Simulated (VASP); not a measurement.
# SiC (Moissanite 3C): exact exchange and RPA correlation, part 5 of 7

How do cheaper functionals compare with the RPA for SiC (Moissanite 3C), and at what cost? The scan starts from a database cell, scaled to the smallest volume of the series. The cell is of the zinc-blende type, one of the forms listed for this formula. The start is a cell from a database of measured crystal structures.

VASP 6.6.1, plane waves and PAW; the level of theory is named at each step.

So far. Step 21 (Orbitals for comparison: HSE06, volume ratio 1): The run ends at a pressure of 3.40 GPa. Step 22 (Comparison: HSE06, volume ratio 1): Its energy is -8.7178 eV an atom, on a zero of its own.

### 23. Orbitals, volume ratio 1.03

This step: PBE; plane waves and PAW (Si_GW, C_GW) (VASP 6.6.1).

The same chain follows at a volume ratio of 1.03.

Input file INCAR:

```
SYSTEM = SiC
PREC = Accurate
ENCUT = 560
EDIFF = 1E-08
NELM = 100
ISMEAR = 0
SIGMA = 0.05
LREAL = .FALSE.
ALGO = Normal
GGA = PE
NBANDS = 10
LORBIT = 11
LWAVE = .TRUE.
LCHARG = .FALSE.
KPAR = 8
```

Input file POSCAR:

```
SiC
1.0
    0.0000000000      2.2005756606      2.2005756606
    2.2005756606      0.0000000000      2.2005756606
    2.2005756606      2.2005756606      0.0000000000
Si C
1 1
Direct
    0.0000000000      0.0000000000      0.0000000000
    0.7500000000      0.7500000000      0.7500000000
```

Input file KPOINTS:

```
Automatic mesh
0
Gamma
6 6 6
0 0 0
```

Potentials, in the order of the species: Si_GW and C_GW (PBE family, release 64).

Run with:

```
$ mpirun -np 8 vasp_std
```

The program printed:

```text
[... set-up lines as in an earlier step ...]
 entering main loop
       N       E                     dE             d eps       ncg     rms          rms(c)
DAV:   1     0.625471730540E+01    0.62547E+01   -0.47747E+03   386   0.832E+02
DAV:   2    -0.161863128893E+02   -0.22441E+02   -0.20262E+02   480   0.154E+02
DAV:   3    -0.168356695482E+02   -0.64936E+00   -0.64784E+00   384   0.188E+01
DAV:   4    -0.168483618996E+02   -0.12692E-01   -0.12687E-01   454   0.350E+00
[...]
DAV:  11    -0.150496809779E+02   -0.13041E-05   -0.26274E-05   428   0.406E-02    0.315E-03
DAV:  12    -0.150496814212E+02   -0.44332E-06   -0.11040E-06   434   0.110E-02    0.507E-04
DAV:  13    -0.150496814135E+02    0.77460E-08   -0.34112E-08   410   0.154E-03
   1 F= -.15049681E+02 E0= -.15049681E+02  d E =-.590271E-14
 writing wavefunctions
```

Elapsed: 2.2 s, on 8 MPI ranks of Intel Xeon Platinum 8124M at 3.00GHz (Skylake/Cascade Lake), shared host; peak memory 1.1 GiB.

OUTCAR, selected parts (step 23):

```text
  Total       -0.3905799     -0.3905799     -0.3905799     -0.0000000      0.0000000      0.0000000
  in kB      -29.3617261    -29.3617261    -29.3617261     -0.0000000      0.0000000      0.0000000
  external PRESSURE =     -29.3617261 kB  Pullay stress =       0.0000000 kB

 POSITION                                       TOTAL-FORCE (eV/Angst)
 -----------------------------------------------------------------------------------
      0.00000      0.00000      0.00000        -0.000000     -0.000000     -0.000000
      3.30086      3.30086      3.30086         0.000000      0.000000      0.000000
 -----------------------------------------------------------------------------------
    total drift:                                0.000000      0.000000     -0.000000

  FREE ENERGIE OF THE ION-ELECTRON SYSTEM (eV)
  ---------------------------------------------------
  free  energy   TOTEN  =       -15.0496814135 eV

  energy  without entropy=      -15.0496814135  energy(sigma->0) =      -15.04968141

[... 1 part as in an earlier step ...]

[... 2 further parts left out ...]
[key lines of the parts left out:]
E-fermi :   7.7058
```

The run ends at a pressure of -2.94 GPa.

### 24. Exact exchange, volume ratio 1.03

This step: Hartree-Fock energy on PBE orbitals; plane waves and PAW (Si_GW, C_GW) (VASP 6.6.1).

Exact exchange at this point.

Input file INCAR:

```
SYSTEM = SiC
PREC = Accurate
ENCUT = 560
ISMEAR = 0
SIGMA = 0.05
LREAL = .FALSE.
GGA = PE
NBANDS = 10
ALGO = Eigenval
NELM = 1
LHFCALC = .TRUE.
AEXX = 1
ALDAC = 0
AGGAC = 0
PRECFOCK = Normal
LWAVE = .FALSE.
LCHARG = .FALSE.
```

POSCAR is that of step 23.

KPOINTS is that of step 23.

The run starts from files that an earlier step left in the folder.

Run with:

```
$ mpirun -np 8 vasp_std
```

The program printed:

```text
[... set-up lines as in an earlier step ...]
 entering main loop
       N       E                     dE             d eps       ncg     rms          rms(c)
EIG:   1    -0.251228817308E+02   -0.25123E+02    0.00000E+00     0   0.000E+00
   1 F= -.25122882E+02 E0= -.25122882E+02  d E =-.591012E-26
```

Elapsed: 32 s, on 8 MPI ranks; peak memory 0.93 GiB.

From OUTCAR (step 24):

```text
 POSITION                                       TOTAL-FORCE (eV/Angst)
 -----------------------------------------------------------------------------------
      0.00000      0.00000      0.00000         0.000000      0.000000      0.000000
      3.30086      3.30086      3.30086        -0.000000     -0.000000     -0.000000
 -----------------------------------------------------------------------------------
    total drift:                               -0.000000      0.000000      0.000000

  FREE ENERGIE OF THE ION-ELECTRON SYSTEM (eV)
  ---------------------------------------------------
  free  energy   TOTEN  =       -25.1228817308 eV

  energy  without entropy=      -25.1228817308  energy(sigma->0) =      -25.12288173

[... 2 parts as in an earlier step ...]

[... 1 further part left out ...]
[key lines of the parts left out:]
E-fermi :   7.8186
```

The Hartree-Fock energy on these orbitals is -12.5614 eV an atom.

### 25. Empty bands, volume ratio 1.03

This step: PBE; plane waves and PAW (Si_GW, C_GW) (VASP 6.6.1).

The empty bands are made again, for the run that follows.

Input file INCAR:

```
SYSTEM = SiC
PREC = Accurate
ENCUT = 560
ISMEAR = 0
SIGMA = 0.05
LREAL = .FALSE.
GGA = PE
NBANDS = 648
ALGO = Exact
NELM = 1
LWAVE = .TRUE.
LCHARG = .FALSE.
LOPTICS = .TRUE.
NEDOS = 1000
CSHIFT = 0.1
```

POSCAR is that of step 24.

KPOINTS is that of step 24.

Run with:

```
$ mpirun -np 8 vasp_std
```

The program printed:

```text
[banner, memory and clock lines left out]
running    8 mpi-ranks, on    1 nodes
[...]
[... a notice as in an earlier step ...]

 LDA part: xc-table for (Slater+PW92), standard interpolation
 found WAVECAR, reading the header
  number of bands has changed, file:    10 present:   648
  trying to continue reading WAVECAR, but it might fail
 POSCAR, INCAR and KPOINTS ok, starting setup
[...]
reading WAVECAR
 random initialization beyond band           10
 the WAVECAR file was read successfully
 initial charge from wavefunction
 entering main loop
       N       E                     dE             d eps       ncg     rms          rms(c)
DIA:   1    -0.150496814107E+02   -0.15050E+02    0.00000E+00     0   0.000E+00
   1 F= -.15049681E+02 E0= -.15049681E+02  d E =-.313958E-78
 writing wavefunctions
 optical routines
 imaginary and real dielectric function
 recalculating local potential from charge density
 direction            1
 direction            2
 direction            3
```

Wall time 6.2 s (8 MPI ranks); peak memory 1.1 GiB.

Parts of OUTCAR (step 25):

```text
  Total       -0.3907760     -0.3907760     -0.3907760      0.0000000      0.0000000      0.0000000
  in kB      -29.3764644    -29.3764644    -29.3764644      0.0000000      0.0000000      0.0000000
  external PRESSURE =     -29.3764644 kB  Pullay stress =       0.0000000 kB

 POSITION                                       TOTAL-FORCE (eV/Angst)
 -----------------------------------------------------------------------------------
      0.00000      0.00000      0.00000         0.000000      0.000000      0.000000
      3.30086      3.30086      3.30086        -0.000000     -0.000000     -0.000000
 -----------------------------------------------------------------------------------
    total drift:                                0.000000      0.000000     -0.000000

  FREE ENERGIE OF THE ION-ELECTRON SYSTEM (eV)
  ---------------------------------------------------
  free  energy   TOTEN  =       -15.0496814107 eV

  energy  without entropy=      -15.0496814107  energy(sigma->0) =      -15.04968141

[... 1 part as in an earlier step ...]

[... 2 further parts left out ...]
[key lines of the parts left out:]
E-fermi :   8.1785
```

WAVECAR now holds 648 bands for 8 electrons.

### 26. RPA correlation, volume ratio 1.03

This step: RPA correlation on PBE orbitals; plane waves and PAW (Si_GW, C_GW) (VASP 6.6.1).

RPA correlation at this point.

Input file INCAR:

```
SYSTEM = SiC
PREC = Accurate
ENCUT = 560
ISMEAR = 0
SIGMA = 0.05
LREAL = .FALSE.
GGA = PE
NBANDS = 648
ALGO = ACFDT
ENCUTGW = 200
NOMEGA = 12
PRECFOCK = Fast
LWAVE = .FALSE.
LCHARG = .FALSE.
```

POSCAR is that of step 25.

KPOINTS is that of step 25.

Run with:

```
$ mpirun -np 8 vasp_std
```

The program printed:

```text
[banner, memory and clock lines left out]
running    8 mpi-ranks, on    1 nodes
[...]
[... a notice as in an earlier step ...]

 LDA part: xc-table for (Slater+PW92), standard interpolation
 found WAVECAR, reading the header
 POSCAR, INCAR and KPOINTS ok, starting setup
[...]
reading WAVECAR
 the WAVECAR file was read successfully
 initial charge from wavefunction
 available memory per node:     12.93 GB, setting MAXMEM to     13242

 The Fermi energy was updated, please check that it is located mid-gap
 values below the HOMO (VB) or above the LUMO (CB) will cause erroneous energies
 E-fermi :   8.1461

 the WAVEDER file was read successfully
 set NWRITE>2 for more details about minimax calculation
 number of imaginary grid points requested:      12
 number of distinct grids requested:  1
 quadrature errors minimized for energies in [ 0.138E+01, 0.562E+03 ]
 bosonic grid (T=0, re) determined with error: 0.1199E-06
 bosonic grid (re): 0.1199E-06
[...]
NQ=  10    0.3333    0.3333    0.0000,
|.........|.........|.........|.........
 performed      66500000 updates of chi_q(r,r)
 total number of BLAS operations      10172.67 Gflops
NQ=  11    0.5000    0.3333    0.0000,
|.........|.........|.........|.........
 performed      73150000 updates of chi_q(r,r)
 total number of BLAS operations      11113.80 Gflops
NQ=  12   -0.3333    0.3333    0.0000,
|.........|.........|.........|.........
 performed      79800000 updates of chi_q(r,r)
 total number of BLAS operations      12097.87 Gflops
NQ=  13    0.5000    0.5000    0.0000,
|.........|.........|.........|.........
 performed      86450000 updates of chi_q(r,r)
 total number of BLAS operations      12942.54 Gflops
NQ=  14    0.5000    0.3333    0.1667,
|.........|.........|.........|.........
 performed      93100000 updates of chi_q(r,r)
 total number of BLAS operations      13955.77 Gflops
NQ=  15   -0.3333    0.3333    0.1667,
|.........|.........|.........|.........
 performed      99750000 updates of chi_q(r,r)
 total number of BLAS operations      14998.57 Gflops
NQ=  16   -0.3333    0.5000    0.1667,
|.........|.........|.........|.........
 performed     106400000 updates of chi_q(r,r)
 total number of BLAS operations      15982.64 Gflops
 entering main loop
```

It took 1.9 min on 8 MPI ranks; peak memory 2.9 GiB; 13 min of CPU time.

Parts of OUTCAR (step 26):

```text
      cutoff energy     smooth cutoff   RPA   correlation   Hartree contr. to MP2
---------------------------------------------------------------------------------
            200.000           160.000      -12.2730890154      -19.6376091472
            190.476           152.381      -12.2102581786      -19.5691540614
            181.406           145.125      -12.1427982712      -19.4951126215
            172.768           138.214      -12.0707622024      -19.4154090510
            164.541           131.632      -11.9932102602      -19.3288586149
            156.705           125.364      -11.9111248371      -19.2363917857
            149.243           119.394      -11.8227869441      -19.1359091277
            142.136           113.709      -11.7296311954      -19.0289500970
  linear regression

[... 2 parts as in an earlier step ...]

[... 2 further parts left out ...]
[key lines of the parts left out:]
E-fermi :   8.1461
```

Extrapolated by the program to an infinite response cutoff, the correlation energy is -6.5422 eV an atom, -6 meV against the point before. With exact exchange the total is -19.1037 eV an atom.

### 27. Comparison: r2SCAN, volume ratio 1.03

This step: r2SCAN; plane waves and PAW (Si_GW, C_GW) (VASP 6.6.1).

The comparison at this point.

Input file INCAR:

```
SYSTEM = SiC
PREC = Accurate
ENCUT = 560
EDIFF = 1E-06
NELM = 100
ISMEAR = 0
SIGMA = 0.05
LREAL = .FALSE.
ALGO = Normal
METAGGA = R2SCAN
LASPH = .TRUE.
NBANDS = 10
LWAVE = .FALSE.
LCHARG = .FALSE.
KPAR = 8
```

POSCAR is that of step 26.

KPOINTS is that of step 26.

Run with:

```
$ mpirun -np 8 vasp_std
```

The program printed:

```text
[... set-up lines as in an earlier step ...]
 entering main loop
       N       E                     dE             d eps       ncg     rms          rms(c)
DAV:   1     0.855021989778E+00    0.85502E+00   -0.49415E+03   386   0.860E+02
DAV:   2    -0.221256680561E+02   -0.22981E+02   -0.20760E+02   480   0.159E+02
DAV:   3    -0.227859039903E+02   -0.66024E+00   -0.65871E+00   384   0.193E+01
DAV:   4    -0.227985305304E+02   -0.12627E-01   -0.12622E-01   450   0.356E+00
[...]
DAV:   9    -0.193144178188E+02   -0.58479E-04   -0.53721E-04   410   0.221E-01    0.399E-02
DAV:  10    -0.193144651709E+02   -0.47352E-04   -0.84804E-05   406   0.103E-01    0.555E-03
DAV:  11    -0.193144653362E+02   -0.16532E-06   -0.25675E-06   426   0.141E-02
   1 F= -.19314465E+02 E0= -.19314465E+02  d E =-.281986E-20
```

The job ended after 6.8 s (8 MPI ranks; peak memory 1.1 GiB).

From OUTCAR (step 27):

```text
  Total       -0.9026865     -0.9026865     -0.9026865      0.0000000      0.0000000      0.0000000
  in kB      -67.8591849    -67.8591849    -67.8591849      0.0000000      0.0000000      0.0000000
  external PRESSURE =     -67.8591849 kB  Pullay stress =       0.0000000 kB

 POSITION                                       TOTAL-FORCE (eV/Angst)
 -----------------------------------------------------------------------------------
      0.00000      0.00000      0.00000        -0.000000      0.000000      0.000000
      3.30086      3.30086      3.30086         0.000000     -0.000000     -0.000000
 -----------------------------------------------------------------------------------
    total drift:                                0.000001      0.000001      0.000001

  FREE ENERGIE OF THE ION-ELECTRON SYSTEM (eV)
  ---------------------------------------------------
  free  energy   TOTEN  =       -19.3144653362 eV

  energy  without entropy=      -19.3144653362  energy(sigma->0) =      -19.31446534

[... 2 parts as in an earlier step ...]

[... 1 further part left out ...]
[key lines of the parts left out:]
E-fermi :   7.6405
```

Its energy is -9.6572 eV an atom, on a zero of its own.

### 28. Orbitals for comparison: HSE06, volume ratio 1.03

This step: PBE; plane waves and PAW (Si_GW, C_GW) (VASP 6.6.1).

Starting orbitals, as before.

Input file INCAR:

```
SYSTEM = SiC
PREC = Accurate
ENCUT = 560
EDIFF = 1E-05
NELM = 100
ISMEAR = 0
SIGMA = 0.05
LREAL = .FALSE.
ALGO = Normal
GGA = PE
NBANDS = 10
LORBIT = 11
LWAVE = .TRUE.
LCHARG = .FALSE.
KPAR = 8
```

POSCAR is that of step 27.

KPOINTS is that of step 27.

Run with:

```
$ mpirun -np 8 vasp_std
```

The program printed:

```text
[... set-up lines as in an earlier step ...]
 entering main loop
       N       E                     dE             d eps       ncg     rms          rms(c)
[... 10 cycles as in an earlier step ...]
DAV:  11    -0.150496809668E+02   -0.12931E-05   -0.26164E-05   366   0.406E-02
   1 F= -.15049681E+02 E0= -.15049681E+02  d E =-.547433E-14
 writing wavefunctions
```

Run time: 2 s. Hardware: 8 MPI ranks; peak memory 1.1 GiB; 9.4 s of CPU time.

From OUTCAR (step 28):

```text
  Total       -0.3877279     -0.3877279     -0.3877279      0.0000000      0.0000000      0.0000000
  in kB      -29.1473295    -29.1473295    -29.1473295      0.0000000      0.0000000      0.0000000
  external PRESSURE =     -29.1473295 kB  Pullay stress =       0.0000000 kB

 POSITION                                       TOTAL-FORCE (eV/Angst)
 -----------------------------------------------------------------------------------
      0.00000      0.00000      0.00000        -0.000000     -0.000000     -0.000000
      3.30086      3.30086      3.30086         0.000000      0.000000      0.000000
 -----------------------------------------------------------------------------------
    total drift:                                0.000000      0.000000      0.000000

  FREE ENERGIE OF THE ION-ELECTRON SYSTEM (eV)
  ---------------------------------------------------
  free  energy   TOTEN  =       -15.0496809668 eV

  energy  without entropy=      -15.0496809668  energy(sigma->0) =      -15.04968097

[... 2 parts as in an earlier step ...]

[... 1 further part left out ...]
[key lines of the parts left out:]
E-fermi :   7.7056
```

The run ends at a pressure of -2.91 GPa.

### 29. Comparison: HSE06, volume ratio 1.03

This step: HSE06; plane waves and PAW (Si_GW, C_GW) (VASP 6.6.1).

The comparison at this point.

Input file INCAR:

```
SYSTEM = SiC
PREC = Accurate
ENCUT = 560
EDIFF = 1E-06
NELM = 100
ISMEAR = 0
SIGMA = 0.05
LREAL = .FALSE.
ALGO = Normal
LHFCALC = .TRUE.
AEXX = 0.25
GGA = PE
HFSCREEN = 0.2
LASPH = .TRUE.
NBANDS = 10
PRECFOCK = Fast
LWAVE = .FALSE.
LCHARG = .FALSE.
KPAR = 8
```

POSCAR is that of step 28.

KPOINTS is that of step 28.

The run starts from files that an earlier step left in the folder.

Run with:

```
$ mpirun -np 8 vasp_std
```

The program printed:

```text
[... set-up lines as in an earlier step ...]
 entering main loop
       N       E                     dE             d eps       ncg     rms          rms(c)
DAV:   1    -0.174166621369E+02   -0.17417E+02   -0.30258E-01   420   0.615E+00    0.263E-01
DAV:   2    -0.174179420407E+02   -0.12799E-02   -0.34602E-03   366   0.431E-01    0.175E-01
DAV:   3    -0.174174441875E+02    0.49785E-03   -0.28879E-04   464   0.151E-01    0.105E-01
DAV:   4    -0.174172709365E+02    0.17325E-03   -0.80441E-05   430   0.910E-02    0.619E-02
DAV:   5    -0.174172151631E+02    0.55773E-04   -0.24795E-05   480   0.538E-02    0.364E-02
DAV:   6    -0.174171972625E+02    0.17901E-04   -0.72226E-06   464   0.317E-02    0.213E-02
DAV:   7    -0.174171914766E+02    0.57859E-05   -0.21910E-06   314   0.183E-02    0.125E-02
DAV:   8    -0.174171896884E+02    0.17882E-05   -0.62596E-07   178   0.104E-02    0.739E-03
DAV:   9    -0.174171890195E+02    0.66890E-06   -0.31730E-07   178   0.567E-03
   1 F= -.17417189E+02 E0= -.17417189E+02  d E =-.754582E-11
```

It took 28 s on 8 MPI ranks; peak memory 1.8 GiB; 2.9 min of CPU time.

OUTCAR, selected parts (step 29):

```text
 POSITION                                       TOTAL-FORCE (eV/Angst)
 -----------------------------------------------------------------------------------
      0.00000      0.00000      0.00000         0.000000      0.000000      0.000000
      3.30086      3.30086      3.30086        -0.000000     -0.000000     -0.000000
 -----------------------------------------------------------------------------------
    total drift:                               -0.000002      0.000000     -0.000001

  FREE ENERGIE OF THE ION-ELECTRON SYSTEM (eV)
  ---------------------------------------------------
  free  energy   TOTEN  =       -17.4171890195 eV

  energy  without entropy=      -17.4171890195  energy(sigma->0) =      -17.41718902

[... 2 parts as in an earlier step ...]

[... 1 further part left out ...]
[key lines of the parts left out:]
E-fermi :   7.0433
```

Its energy is -8.7086 eV an atom, on a zero of its own.

[end of part 5 of 7]

[Lines on the potential files, build, host, timing and source positions are cut from VASP's logs without a mark.]

[Logs are printed without paths, hosts, clocks, repeated set-up lines and the standing remarks that a program may print on its own settings, such as how far it seeks lower states.]

[Hosts, paths, dates, database ids (printed as entryN), source tags and the programs' standing remarks are cut or masked in the printed files.]

[Pressures printed for these runs are not shown converged in the cutoff: they can be off by several GPa and have the wrong sign.]
